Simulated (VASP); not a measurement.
Computed with vdW-DF-cx, VASP's PBE PAW potentials (set 64) (plane waves; VASP).

A VASP calculation is set up with these files.

KPOINTS:
```
Automatic mesh
0
Gamma
6 6 4
0 0 0
```

File POSCAR:
```
CdS
1.0
  2.0754356653  -3.5947598471   0.0000000000
  2.0754356653   3.5947598471   0.0000000000
  0.0000000000   0.0000000000   6.7440411408
Cd S
2 2
Direct
  0.6666670000   0.3333330000   0.5000072260
  0.3333330000   0.6666670000   0.0000072260
  0.6666670000   0.3333330000   0.8769927740
  0.3333330000   0.6666670000   0.3769927740
```

### INCAR
```
AGGAC=0.0
ALGO=Normal
EDIFF=1E-7
EDIFFG=-0.01
ENCUT=520
GGA=CX
IBRION=2
ISIF=4
ISMEAR=0
LASPH=T
LCHARG=F
LMAXMIX=4
LREAL=F
LUSE_VDW=T
LWAVE=F
NELM=100
NSW=30
PREC=Accurate
SIGMA=0.05
SYSTEM=CdS
```

POTCAR, in this order: Cd S (PBE.64 set). Program: vasp_std.

Output

**OUTCAR**
```
 ion  position               nearest neighbor table
   1  0.667  0.333  0.500-   4 2.54   4 2.54   4 2.54   3 2.54
   2  0.333  0.667  0.000-   3 2.54   3 2.54   3 2.54   4 2.54
   3  0.667  0.333  0.877-   2 2.54   2 2.54   2 2.54   1 2.54
   4  0.333  0.667  0.377-   1 2.54   1 2.54   1 2.54   2 2.54
  LATTYP: Found a hexagonal cell.
 ALAT       =     4.1508711807
 C/A-ratio  =     1.6247290863
 Subroutine PRICEL returns:
 Original cell was already a primitive cell.
 Subroutine GETGRP returns: Found 12 space group operations
The static configuration has the point symmetry C_3v.
 The point group associated with its full space group is C_6v.
The dynamic configuration has the point symmetry C_3v.
 Subroutine INISYM returns: Found 12 space group operations
 Subroutine IBZKPT returns following result:
 Found     21 irreducible k-points:

 Following reciprocal coordinates:
            Coordinates               Weight
  0.000000  0.000000  0.000000      1.000000
  0.166667 -0.000000  0.000000      6.000000
  0.333333 -0.000000  0.000000      6.000000
  0.500000  0.000000  0.000000      3.000000
  0.166667  0.166667  0.000000      6.000000
...
```

**OSZICAR**
```
       N       E                     dE             d eps       ncg     rms          rms(c)
DAV:   1     0.262490387950E+03    0.26249E+03   -0.17716E+04   924   0.150E+03
DAV:   2     0.107661007750E+02   -0.25172E+03   -0.24596E+03  1032   0.363E+02
DAV:   3    -0.389622572008E+01   -0.14662E+02   -0.14582E+02  1122   0.859E+01
DAV:   4    -0.406762962254E+01   -0.17140E+00   -0.17132E+00  1074   0.934E+00
DAV:   5    -0.407055267528E+01   -0.29231E-02   -0.29229E-02  1140   0.117E+00    0.113E+01
DAV:   6    -0.308842428188E+01    0.98213E+00   -0.24645E+00  1228   0.170E+01    0.884E+00
DAV:   7    -0.307854292799E+01    0.98814E-02   -0.78955E-01  1068   0.527E+00    0.395E+00
DAV:   8    -0.307428327697E+01    0.42597E-02   -0.12204E-01  1070   0.379E+00    0.580E-01
DAV:   9    -0.307253014380E+01    0.17531E-02   -0.21728E-02  1130   0.196E+00    0.173E-01
DAV:  10    -0.307268424354E+01   -0.15410E-03   -0.16343E-03  1086   0.452E-01    0.108E-01
DAV:  11    -0.307277801206E+01   -0.93769E-04   -0.22687E-04  1102   0.115E-01    0.103E-01
DAV:  12    -0.307281864848E+01   -0.40636E-04   -0.20344E-04  1008   0.913E-02    0.220E-02
DAV:  13    -0.307282382950E+01   -0.51810E-05   -0.23784E-05  1092   0.337E-02    0.835E-03
DAV:  14    -0.307282474720E+01   -0.91769E-06   -0.30912E-06  1020   0.131E-02    0.903E-03
DAV:  15    -0.307282457076E+01    0.17644E-06   -0.18753E-06  1078   0.772E-03    0.198E-03
DAV:  16    -0.307282458622E+01   -0.15466E-07   -0.88376E-08   720   0.262E-03
   1 F= -.30728246E+01 E0= -.30728246E+01  d E =-.307282E+01
```

**OUTCAR**
```
------------------------ aborting loop because EDIFF is reached ----------------------------------------
  FORCE on cell =-STRESS in cart. coord.  units (eV):
  Direction    XX          YY          ZZ          XY          YZ          ZX
  --------------------------------------------------------------------------------------
  Total       -0.0190234     -0.0190234      0.0212805      0.0000000      0.0000000      0.0000000
  in kB       -0.3028787     -0.3028787      0.3388154      0.0000000      0.0000000      0.0000000
  external PRESSURE =      -0.0889807 kB  Pullay stress =       0.0000000 kB
  volume of cell :      100.63
      direct lattice vectors                 reciprocal lattice vectors
     2.075435665 -3.594759847  0.000000000     0.240913273 -0.139091350  0.000000000
     2.075435665  3.594759847  0.000000000     0.240913273  0.139091350  0.000000000
     0.000000000  0.000000000  6.744041141     0.000000000  0.000000000  0.148279048
  FREE ENERGIE OF THE ION-ELECTRON SYSTEM (eV)
  ---------------------------------------------------
  free  energy   TOTEN  =        -3.0728245862 eV

  energy  without entropy=       -3.0728245862  energy(sigma->0) =       -3.07282459

 reached required accuracy - stopping structural energy minimisation
```
(Selected blocks of OUTCAR.)

File OUTCAR:
```
 val. band max:        1.1068879254   @ k =   0.0000   0.0000   0.0000

 cond. band min:       2.2027497541   @ k =   0.0000   0.0000   0.0000


 Fermi energy:         1.3429315734

 k-point     1 :       0.0000    0.0000    0.0000
  band No.  band energies     occupation
      1     -11.1681      2.00000
      2     -10.7386      2.00000
      3      -6.5602      2.00000
      4      -6.5553      2.00000
      5      -6.5553      2.00000
      6      -6.4737      2.00000
      7      -6.4737      2.00000
      8      -6.1545      2.00000
      9      -6.1545      2.00000
     10      -6.0645      2.00000
     11      -6.0645      2.00000
     12      -5.7289      2.00000
     13      -3.2324      2.00000
     14       0.3582      2.00000
     15       0.3582      2.00000
     16       1.0668      2.00000
     17       1.1069      2.00000
     18       1.1069      2.00000
     19       2.2027      0.00000
     20       3.7895      0.00000
     21       7.5041      0.00000
     22       7.5041      0.00000

 k-point     2 :       0.1667   -0.0000    0.0000
  band No.  band energies     occupation
      1     -11.0738      2.00000
      2     -10.6981      2.00000
      3      -6.5307      2.00000
      4      -6.5185      2.00000
      5      -6.4843      2.00000
      6      -6.4272      2.00000
      7      -6.4207      2.00000
      8      -6.1747      2.00000
      9      -6.1528      2.00000
     10      -6.1004      2.00000
     11      -6.0565      2.00000
     12      -5.6673      2.00000
     13      -3.0505      2.00000
     14      -0.6172      2.00000
     15      -0.1135      2.00000
     16       0.0419      2.00000
     17       0.8678      2.00000
     18       0.9191      2.00000
     19       3.3656      0.00000
     20       4.6598      0.00000
     21       6.7915      0.00000
     22       7.8444      0.00000

 k-point     3 :       0.3333   -0.0000    0.0000
  band No.  band energies     occupation
      1     -10.8699      2.00000
...
```

The compound is CdS in the wurtzite structure. It was relaxed first.
